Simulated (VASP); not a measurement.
All values below come from PBEsol GGA, VASP's PBE PAW potentials (set 64) (plane waves; VASP).

The input files of a VASP run:

### KPOINTS
```
Automatic mesh
0
Gamma
7 7 4
0 0 0
```

**INCAR**
```
# general
SYSTEM =ZnS
PREC   =Accurate
ENCUT  =520
LREAL  =.FALSE.
LASPH  =.TRUE.

# electronic loop
EDIFF  =1E-7
NELM   =100
ALGO   =Normal
LMAXMIX=4

# smearing
ISMEAR =0
SIGMA  =0.05

# functional
GGA    =PS

# ions
IBRION =2
NSW    =30
ISIF   =4
EDIFFG =-0.01

# output
LWAVE  =.FALSE.
LCHARG =.FALSE.
```

POSCAR:
```
ZnS
1
    1.8552685185    -3.2134192951     0.0000000000
    1.8552685185     3.2134192951     0.0000000000
    0.0000000000     0.0000000000     6.0797277963
Zn S
2 2
Direct
  0.6666670000   0.3333330000   0.5001659862
  0.3333330000   0.6666670000   0.0001659862
  0.6666670000   0.3333330000   0.8748340138
  0.3333330000   0.6666670000   0.3748340138
```

POTCAR, in this order: Zn S (PBE.64 set). Program: vasp_std.

Task: Estimate the energy per atom (σ→0).

Result: 
```json
{
  "energy per atom (σ→0)": "-364.0 kJ/mol-atom"
}
```

OSZICAR:
```
...
DAV:   1    -0.150919876337E+02   -0.19406E-02   -0.12458E-01  1062   0.259E+00    0.267E-01
DAV:   2    -0.150908176391E+02    0.11700E-02   -0.37799E-03  1444   0.889E-01    0.159E-01
DAV:   3    -0.150902176194E+02    0.60002E-03   -0.84364E-04  1240   0.362E-01    0.423E-02
DAV:   4    -0.150902131891E+02    0.44303E-05   -0.27654E-04  1158   0.142E-01    0.261E-02
DAV:   5    -0.150902134428E+02   -0.25371E-06   -0.18206E-05  1236   0.471E-02    0.184E-02
DAV:   6    -0.150902126027E+02    0.84012E-06   -0.28639E-06  1354   0.288E-02    0.383E-03
DAV:   7    -0.150902126708E+02   -0.68151E-07   -0.96126E-07  1142   0.862E-03
   3 F= -.15090213E+02 E0= -.15090213E+02  d E =-.324772E-03
```

The compound is ZnS in the wurtzite structure, the high-temperature form. This cell is one point of a volume scan, at 0.94 of the reference volume. Symmetry was kept, so distortions that lower it aren't found.
